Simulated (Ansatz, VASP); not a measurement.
## CoNiSb: VASP beside Ansatz

```
Sb Ni Co
1.0
     4.21479    0.00000    0.00000
    -2.10740    3.65012    0.00000
     0.00000    0.00000    5.34413
Sb Ni Co
2 2 2
Direct
  0.33333 0.66667 0.25000
  0.66667 0.33333 0.75000
  0.33333 0.66667 0.75000
  0.66667 0.33333 0.25000
  0.00000 0.00000 0.00000
  0.00000 0.00000 0.50000
```

Change from the starting cell: volume scaled by 0.98.

Alike in both runs: task single point; functional PBE; k mesh 7 × 7 × 5; occupations fermi-dirac, width 0.05 eV; collinear spin, ferromagnetic start.

|  | VASP | Ansatz |
| --- | --- | --- |
| version | VASP 6.6.1 | Ansatz 0.2.0 |
| potentials or method | VASP PAW PBE potentials, release 64 (Sb, Ni, Co) | Ansatz PAW |
| plane-wave cutoff (eV) | 520 | 420 |
| valence electrons in the cell | 48 | 100 |

VASP gave:

* gap on the k mesh at the Fermi level (eV): none
* pressure (GPa): 3.4
* largest component of the traceless stress (GPa): 1.01
* net moment per atom (μB): 0.26
* size of the moment on the site where the two differ most (μB): 0.78

**Question.** What did Ansatz give for the same quantities?

**Answer.** gap on the k mesh at the Fermi level (eV): none; pressure (GPa): 3.8; largest component of the traceless stress (GPa): 1.21; net moment per atom (μB): 0.28; size of the moment on the site where the two differ most (μB): 0.83.

Site moments also hang on the region over which each program counts them. A gap of «none» marks a metal or a gap that the smearing closes. The functional is the same, so the differences come from potentials, cutoffs and numerics. The two sets of potentials don't hold the same shells in valence.

The runs have no spin-orbit coupling, so splittings on Sb are missing.
